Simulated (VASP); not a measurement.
Computed with PBEsol GGA, VASP's PBE PAW potentials (set 64) (plane waves; VASP).

Input for VASP

File POSCAR:
```
SiAg
1
    4.0069559174     0.0000000905    -0.0000000000
   -2.0034773075     3.4701247457    -0.0000000000
    0.0000000000    -0.0000000000     2.6378615084
Ag Si
1 1
Direct
  0.0000000000   0.0000000000   0.0000000000
  0.6666670000   0.3333330000   0.5000000000
```

INCAR:
```
ALGO=Normal
EDIFF=1E-7
EDIFFG=-0.01
ENCUT=480
GGA=PS
IBRION=2
ISIF=3
ISMEAR=1
LASPH=.TRUE.
LCHARG=.FALSE.
LMAXMIX=4
LREAL=.FALSE.
LWAVE=.FALSE.
NELM=100
NSW=40
PREC=Accurate
PSTRESS=100
SIGMA=0.1
SYSTEM=SiAg
```

KPOINTS:
```
Automatic mesh
0
Gamma
10 10 12
0 0 0
```

POTCAR, in this order: Ag Si (PBE.64 set). Program: vasp_std.

Output

File OUTCAR:
```
 ion  position               nearest neighbor table
   1  0.000  0.000  0.000-   2 2.66   2 2.66   2 2.66   2 2.66   2 2.66   2 2.66
   2  0.667  0.333  0.500-   1 2.66   1 2.66   1 2.66   1 2.66   1 2.66   1 2.66
  LATTYP: Found a hexagonal cell.
 ALAT       =     4.0069559174
 C/A-ratio  =     0.6583205712
 Subroutine PRICEL returns:
 Original cell was already a primitive cell.
 Subroutine GETGRP returns: Found 12 space group operations
The static configuration has the point symmetry D_3h.
The dynamic configuration has the point symmetry D_3h.
 Subroutine INISYM returns: Found 12 space group operations
 Subroutine IBZKPT returns following result:
 Found     98 irreducible k-points:

 Following reciprocal coordinates:
            Coordinates               Weight
  0.000000  0.000000  0.000000      1.000000
  0.100000  0.000000  0.000000      6.000000
  0.200000  0.000000  0.000000      6.000000
  0.300000  0.000000  0.000000      6.000000
  0.400000  0.000000  0.000000      6.000000
  0.500000  0.000000  0.000000      3.000000
  0.100000  0.100000  0.000000      6.000000
  0.200000  0.100000  0.000000     12.000000
...
```

### OSZICAR
```
...
DAV:   3    -0.927526736782E+01   -0.13276E+01   -0.13136E+01  2553   0.325E+01
DAV:   4    -0.928522175786E+01   -0.99544E-02   -0.99473E-02  2430   0.309E+00
DAV:   5    -0.928534520355E+01   -0.12345E-03   -0.12343E-03  2525   0.346E-01    0.872E+00
DAV:   6    -0.845449999175E+01    0.83085E+00   -0.58298E+00  2276   0.322E+01    0.654E+00
DAV:   7    -0.839834083761E+01    0.56159E-01   -0.32416E-01  2210   0.798E+00    0.321E+00
DAV:   8    -0.838255360773E+01    0.15787E-01   -0.27218E-02  2318   0.151E+00    0.418E-01
DAV:   9    -0.838077588634E+01    0.17777E-02   -0.55428E-03  2423   0.106E+00    0.162E-01
DAV:  10    -0.838075154827E+01    0.24338E-04   -0.49651E-04  2327   0.192E-01    0.471E-02
DAV:  11    -0.838074812184E+01    0.34264E-05   -0.18595E-05  2480   0.467E-02    0.110E-02
DAV:  12    -0.838074752844E+01    0.59339E-06   -0.14286E-06  2351   0.918E-03    0.639E-03
DAV:  13    -0.838074689746E+01    0.63098E-06   -0.13041E-06  2363   0.132E-02    0.156E-03
DAV:  14    -0.838074683794E+01    0.59518E-07   -0.89073E-08  1242   0.265E-03
   1 F= -.60914555E+01 E0= -.60917911E+01  d E =-.609146E+01
       N       E                     dE             d eps       ncg     rms          rms(c)
DAV:   1    -0.138603180661E+02   -0.54796E+01   -0.77842E+01  2243   0.116E+02    0.177E+01
DAV:   2    -0.859457411649E+01    0.52657E+01   -0.34832E+01  2243   0.798E+01    0.570E+00
DAV:   3    -0.809572644199E+01    0.49885E+00   -0.18460E+00  2207   0.197E+01    0.177E+00
DAV:   4    -0.801164297486E+01    0.84083E-01   -0.28326E-01  2260   0.391E+00    0.776E-01
DAV:   5    -0.800635422684E+01    0.52887E-02   -0.24731E-02  2511   0.215E+00    0.450E-01
DAV:   6    -0.800735591150E+01   -0.10017E-02   -0.47662E-03  2209   0.583E-01    0.899E-02
DAV:   7    -0.800729685153E+01    0.59060E-04   -0.48298E-04  2336   0.246E-01    0.239E-02
DAV:   8    -0.800731873187E+01   -0.21880E-04   -0.40348E-05  2363   0.609E-02    0.147E-02
DAV:   9    -0.800731621887E+01    0.25130E-05   -0.46673E-06  2288   0.216E-02    0.605E-03
DAV:  10    -0.800731601798E+01    0.20090E-06   -0.11056E-06  2395   0.107E-02    0.779E-04
DAV:  11    -0.800731603332E+01   -0.15338E-07   -0.81704E-08  1200   0.354E-03
   2 F= -.60826431E+01 E0= -.60823079E+01  d E =0.881241E-02
       N       E                     dE             d eps       ncg     rms          rms(c)
DAV:   1    -0.956512191006E+01   -0.15578E+01   -0.19744E+01  2198   0.621E+01    0.804E+00
DAV:   2    -0.835724289875E+01    0.12079E+01   -0.42678E+00  2234   0.307E+01    0.392E+00
DAV:   3    -0.831929585264E+01    0.37947E-01   -0.82995E-02  2306   0.274E+00    0.247E+00
DAV:   4    -0.829881184237E+01    0.20484E-01   -0.50987E-02  2227   0.149E+00    0.223E-01
DAV:   5    -0.829799563395E+01    0.81621E-03   -0.31396E-03  2321   0.720E-01    0.202E-01
DAV:   6    -0.829779668987E+01    0.19894E-03   -0.65698E-04  2234   0.193E-01    0.934E-02
DAV:   7    -0.829773906152E+01    0.57628E-04   -0.39975E-04  2411   0.260E-01    0.248E-02
DAV:   8    -0.829774220679E+01   -0.31453E-05   -0.29305E-05  2249   0.621E-02    0.179E-02
DAV:   9    -0.829774232283E+01   -0.11604E-06   -0.24788E-06  2381   0.198E-02    0.289E-03
DAV:  10    -0.829774202196E+01    0.30087E-06   -0.75627E-07  2246   0.954E-03    0.213E-03
DAV:  11    -0.829774203344E+01   -0.11479E-07   -0.32463E-08  1162   0.177E-03
   3 F= -.61968585E+01 E0= -.61969397E+01  d E =-.105403E+00
       N       E                     dE             d eps       ncg     rms          rms(c)
DAV:   1    -0.829464279930E+01    0.30992E-02   -0.79270E-03  2219   0.122E+00    0.151E-01
DAV:   2    -0.829413318930E+01    0.50961E-03   -0.23092E-03  2261   0.712E-01    0.674E-02
DAV:   3    -0.829411647263E+01    0.16717E-04   -0.44040E-05  2249   0.824E-02    0.357E-02
DAV:   4    -0.829411044355E+01    0.60291E-05   -0.25698E-05  2244   0.301E-02    0.418E-03
DAV:   5    -0.829411016782E+01    0.27573E-06   -0.11501E-06  2318   0.127E-02    0.460E-03
DAV:   6    -0.829411035161E+01   -0.18378E-06   -0.25586E-07  2253   0.433E-03    0.774E-04
DAV:   7    -0.829411037925E+01   -0.27647E-07   -0.87017E-08  1123   0.338E-03
   4 F= -.61968856E+01 E0= -.61969515E+01  d E =-.105430E+00
       N       E                     dE             d eps       ncg     rms          rms(c)
DAV:   1    -0.833051581628E+01   -0.36405E-01   -0.13907E+00  2306   0.116E+01    0.113E+00
DAV:   2    -0.829941000755E+01    0.31106E-01   -0.75546E-02  2291   0.385E+00    0.523E-01
DAV:   3    -0.829273458285E+01    0.66754E-02   -0.70845E-03  2303   0.983E-01    0.230E-01
DAV:   4    -0.829075349119E+01    0.19811E-02   -0.37330E-03  2301   0.581E-01    0.101E-01
DAV:   5    -0.829077117501E+01   -0.17684E-04   -0.18117E-04  2369   0.156E-01    0.523E-02
DAV:   6    -0.829077371547E+01   -0.25405E-05   -0.11769E-05  2294   0.395E-02    0.558E-03
DAV:   7    -0.829077342742E+01    0.28805E-06   -0.50167E-07  2372   0.710E-03    0.370E-03
DAV:   8    -0.829077339396E+01    0.33460E-07   -0.47579E-08  1174   0.257E-03
   5 F= -.62060829E+01 E0= -.62061908E+01  d E =-.919733E-02
       N       E                     dE             d eps       ncg     rms          rms(c)
DAV:   1    -0.829108313507E+01   -0.30971E-03   -0.13110E-01  2312   0.357E+00    0.352E-01
DAV:   2    -0.828811415204E+01    0.29690E-02   -0.72165E-03  2294   0.120E+00    0.163E-01
DAV:   3    -0.828749278305E+01    0.62137E-03   -0.64699E-04  2315   0.294E-01    0.727E-02
DAV:   4    -0.828730706287E+01    0.18572E-03   -0.34768E-04  2283   0.179E-01    0.314E-02
DAV:   5    -0.828730898100E+01   -0.19181E-05   -0.17188E-05  2396   0.483E-02    0.159E-02
DAV:   6    -0.828730948312E+01   -0.50211E-06   -0.11680E-06  2279   0.127E-02    0.171E-03
DAV:   7    -0.828730941834E+01    0.64771E-07   -0.47207E-08  1177   0.239E-03
   6 F= -.62065976E+01 E0= -.62067042E+01  d E =-.971202E-02
       N       E                     dE             d eps       ncg     rms          rms(c)
DAV:   1    -0.828767867272E+01   -0.36919E-03   -0.94813E-04  2309   0.304E-01    0.300E-02
DAV:   2    -0.828765754101E+01    0.21132E-04   -0.52233E-05  2294   0.103E-01    0.139E-02
DAV:   3    -0.828765287109E+01    0.46699E-05   -0.46236E-06  2303   0.247E-02    0.624E-03
DAV:   4    -0.828765138751E+01    0.14836E-05   -0.25004E-06  2298   0.151E-02    0.268E-03
DAV:   5    -0.828765136229E+01    0.25218E-07   -0.11344E-07  1223   0.408E-03
   7 F= -.62065989E+01 E0= -.62067093E+01  d E =-.971333E-02
       N       E                     dE             d eps       ncg     rms          rms(c)
DAV:   1    -0.829198021075E+01   -0.43288E-02   -0.84776E-03  2210   0.126E+00    0.158E-01
DAV:   2    -0.829143825458E+01    0.54196E-03   -0.24549E-03  2228   0.736E-01    0.705E-02
DAV:   3    -0.829141751983E+01    0.20735E-04   -0.46004E-05  2231   0.842E-02    0.376E-02
DAV:   4    -0.829140700818E+01    0.10512E-04   -0.27480E-05  2247   0.311E-02    0.435E-03
DAV:   5    -0.829140662715E+01    0.38103E-06   -0.12027E-06  2321   0.130E-02    0.474E-03
DAV:   6    -0.829140635673E+01    0.27041E-06   -0.27147E-07  2190   0.440E-03    0.789E-04
DAV:   7    -0.829140630170E+01    0.55035E-07   -0.87352E-08  1123   0.339E-03
   8 F= -.62065946E+01 E0= -.62066952E+01  d E =0.425935E-05
       N       E                     dE             d eps       ncg     rms          rms(c)
DAV:   1    -0.828952415246E+01    0.18822E-02   -0.25568E-03  2207   0.693E-01    0.865E-02
DAV:   2    -0.828935851596E+01    0.16564E-03   -0.74872E-04  2222   0.406E-01    0.387E-02
DAV:   3    -0.828935346348E+01    0.50525E-05   -0.14245E-05  2225   0.473E-02    0.205E-02
DAV:   4    -0.828935195953E+01    0.15040E-05   -0.83471E-06  2250   0.172E-02    0.241E-03
DAV:   5    -0.828935187502E+01    0.84506E-07   -0.36456E-07  2303   0.719E-03
   9 F= -.62066089E+01 E0= -.62067147E+01  d E =-.996700E-05
```

File OUTCAR:
```
------------------------ aborting loop because EDIFF is reached ----------------------------------------
  FORCE on cell =-STRESS in cart. coord.  units (eV):
  Direction    XX          YY          ZZ          XY          YZ          ZX
  --------------------------------------------------------------------------------------
  Total        2.0796466      2.0796455      2.0896356      0.0000005     -0.0000000      0.0000000
  in kB       99.8513315     99.8512771    100.3309369      0.0000240     -0.0000000      0.0000000
  external PRESSURE =       0.0111819 kB  Pullay stress =     100.0000000 kB
  volume of cell :       33.37
      direct lattice vectors                 reciprocal lattice vectors
     3.844992836  0.000000146 -0.000000000     0.260078502  0.150156385 -0.000000000
    -1.922495742  3.329860494 -0.000000000    -0.000000011  0.300312875 -0.000000000
    -0.000000000  0.000000000  2.606301671     0.000000000  0.000000000  0.383685439
 POSITION                                       TOTAL-FORCE (eV/Angst)
 -----------------------------------------------------------------------------------
     -0.00000      0.00000      0.00000         0.000000     -0.000000     -0.000000
      1.92250      1.10995      1.30315        -0.000000      0.000000      0.000000
 -----------------------------------------------------------------------------------
    total drift:                                0.000039      0.000002     -0.000000
  FREE ENERGIE OF THE ION-ELECTRON SYSTEM (eV)
  ---------------------------------------------------
  free  energy   TOTEN  =        -8.2893518750 eV

  energy  without entropy=       -8.2896693092  energy(sigma->0) =       -8.28945769
  enthalpy is  TOTEN    =        -6.2066088753 eV   P V=        2.0827429998

 reached required accuracy - stopping structural energy minimisation
```
(Selected blocks of OUTCAR.)

CONTCAR:
```
SiAg
   1.00000000000000
     3.8449928363595798    0.0000001456816396   -0.0000000000000000
    -1.9224957423449471    3.3298604935207949   -0.0000000000000000
    -0.0000000000000000    0.0000000000000000    2.6063016710895357
  Ag              Si
     1     1
Direct
     0.0000000000000000    0.0000000000000000    0.0000000000000000
     0.6666669999999968    0.3333330000000032    0.5000000000000000
```

Energy and stress use the plane-wave basis of the starting cell.

The structure was generated: SiAg was put into the WC type (P-6m2), which need not be its known phase. This run relaxes it under an external pressure of 10 GPa. Symmetry was kept, so distortions that lower it aren't found. The electron count is odd and the run is not spin-polarised, which forces a metal.
